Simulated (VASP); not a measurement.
```xyz
2
Lattice="0.0000 3.2540 3.2540 3.2540 0.0000 3.2540 3.2540 3.2540 0.0000" Properties=species:S:1:pos:R:3 pbc="T T T"
In     3.2540     0.0000     3.2540
Sb     1.6270     1.6270     1.6270
```

All values below come from PBE GGA with D3 dispersion (zero damping), VASP's PBE PAW potentials (set 64) (plane waves; VASP 6.6.1). Settings: 520 eV cut-off, 10×10×10 Γ-centred mesh, first-order Methfessel-Paxton smearing of 0.10 eV, potentials In_d Sb.

### Question
Give the stress tensor in GPa (positive for a compressed cell).

### Answer

```
1.37  0.00  0.00
0.00  1.37  0.00
0.00  0.00  1.37
```
The pressure is its mean diagonal, 1.37 GPa.

The compound is InSb in the zinc blende structure. This cell is one point of a volume scan, at 0.97 of the reference volume.
